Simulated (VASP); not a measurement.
## AgB4: relaxation of cell and atoms with PBE

AgB4:

```
Ag B
1.0
     3.03213    0.00000    0.00000
    -1.51607    2.62591    0.00000
     0.00000    0.00000    5.69874
Ag B
1 4
Direct
  0.00000 0.00000 0.00000
  0.33333 0.66667 0.66495
  0.66667 0.33333 0.66495
  0.33333 0.66667 0.33505
  0.66667 0.33333 0.33505
```

The cell was built by a generator and needn't be a form met in nature.

```json
{
  "Program": "VASP 6.6.1",
  "Task": "relaxation of cell and atoms",
  "Functional": "PBE",
  "Potentials or basis": "VASP PAW PBE potentials, release 64 (Ag, B)",
  "Cutoff": "600 eV",
  "k mesh": "7 × 7 × 4",
  "Occupations": "fermi-dirac, width 0.05 eV",
  "Spin": "no spin polarisation",
  "Target pressure": "5 GPa",
  "Further INCAR settings": "ALGO = Normal; EDIFF = 1e-06; IBRION = 2; EDIFFG = -0.02; NSW = 40; ISIF = 3"
}
```

The relaxed volume is 9.12 Å³/atom and the relaxed cell is a = 3.023 Å, b = 3.023 Å, c = 5.762 Å, α = 90.00°, β = 90.00°, γ = 120.00°. The space group after relaxing (to 0.05 Å) is P6/mmm (No. 191) and the energy change on relaxing (the enthalpy is what falls) is -2.0 meV/atom. The ionic steps are 6. The pressure after relaxing is 5.1 GPa. The largest force after relaxing is 0.014 eV/Å and the band gap on the k mesh is none (metal or under the smearing width).

Forces on the atoms (eV/Å):
```
Ag   0.000  0.000  0.000
B    0.000  0.000  0.014
B    0.000  0.000  0.014
B    0.000  0.000 -0.014
B    0.000  0.000 -0.014
```

Stress tensor (GPa, compression positive):
```
5.06 0.00 0.00
0.00 5.06 0.00
0.00 0.00 5.15
```

Step by step:
| step | energy change (eV) | largest force (eV/Å) | pressure (GPa) | volume (Å³) |
| --- | --- | --- | --- | --- |
| 1 | 0.0000 | 0.0464 | 5.21 | 45.37 |
| 2 | -0.0040 | 0.0184 | 5.16 | 45.45 |
| 3 | -0.0061 | 0.0651 | 5.09 | 45.51 |
| 4 | -0.0096 | 0.0590 | 4.98 | 45.60 |
| 5 | -0.0110 | 0.0566 | 4.85 | 45.64 |
| 6 | -0.0101 | 0.0135 | 5.09 | 45.60 |

Final structure:
```yaml
crystal:
  lattice:
    - [3.02291, -0.00001, 0.00000]
    - [-1.51147, 2.61793, 0.00000]
    - [0.00000, 0.00000, 5.76185]
  atoms:
    - { symbol: Ag, position: [0.00000, 0.00000, 0.00000] }
    - { symbol: B, position: [0.33333, 0.66667, 0.66432] }
    - { symbol: B, position: [0.66667, 0.33333, 0.66432] }
    - { symbol: B, position: [0.33333, 0.66667, 0.33568] }
    - { symbol: B, position: [0.66667, 0.33333, 0.33568] }
```

Levels at points of the mesh, in eV from the Fermi level:
| k point | band 9 | band 10 | band 11 | band 12 | band 13 | band 14 | band 15 |
| --- | --- | --- | --- | --- | --- | --- | --- |
| (0.00, 0.00, 0.00) | -0.67 | -0.67 | 1.60 | 1.60 | 3.38 | 4.62 | 4.64 |
| (0.00, 0.00, 0.50) | -0.88 | -0.88 | -0.39 | 1.85 | 1.85 | 4.64 | 6.59 |

It took 57 s on 1 thread of Intel(R) Xeon(R) 6975P-C (Granite Rapids) (shared host), peak memory 0.2 GiB.

Caveat: the cell is relaxed towards a set pressure, so the enthalpy falls and the energy may rise.
